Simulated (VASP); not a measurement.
An input for Ansatz (written as the equivalent of a VASP run, and not itself run):

Ansatz 0.2 input:
```yaml
crystal:
  lattice:
    - [1.8150000, -3.1436720, 0.0000000]
    - [1.8150000, 3.1436720, 0.0000000]
    - [0.0000000, 0.0000000, 5.7800000]
  atoms:
    - { symbol: Gd, position: [0.3333330, 0.6666670, 0.2500000], spin: 7 }
    - { symbol: Gd, position: [0.6666670, 0.3333330, 0.7500000], spin: 7 }
kpoints:
  mp_grid: { grid: [7, 7, 4] }
hamiltonian:
  xc: pbe
  pseudopotentials: { kind: paw }
magnetization: { spin_polarized: true }
scf:
  occupations: { method: gaussian, width: 0.1 }
  max_iter: 100
output: { forces: true, stress: true, eigenvalues: true }
```

Q: Translate this input to VASP (INCAR, KPOINTS, POSCAR, choice of POTCAR).

A: One answer among several that fit: 
**POSCAR**
```
Gd
1
    1.8150000000    -3.1436720000     0.0000000000
    1.8150000000     3.1436720000     0.0000000000
    0.0000000000     0.0000000000     5.7800000000
Gd
2
Direct
  0.3333330000   0.6666670000   0.2500000000
  0.6666670000   0.3333330000   0.7500000000
```

File KPOINTS:
```
Automatic mesh
0
Gamma
7 7 4
0 0 0
```

**INCAR**
```
SYSTEM = Gd
PREC = Accurate
ENCUT = 300
EDIFF = 1E-6
NELM = 100
ALGO = Normal
LREAL = .FALSE.
LASPH = .TRUE.
ISMEAR = 0
SIGMA = 0.1
GGA = PE
LMAXMIX = 6
LWAVE = .FALSE.
LCHARG = .FALSE.
ISIF = 2
ISPIN = 2
MAGMOM = 7.0 7.0
LORBIT = 11
```

POTCAR, in this order: Gd (PBE.64 set). Program: vasp_std.

What does not carry over: each code has its own PAW files, so the cut-off isn't converted (ENCUT is set for VASP's; basis.ecutwfc is left out, and Ansatz then takes the one that its files recommend); Ansatz stops its SCF on the density residual and VASP on the energy change (EDIFF).

The structure is a typed Gd crystal. The cell was not relaxed at this level.
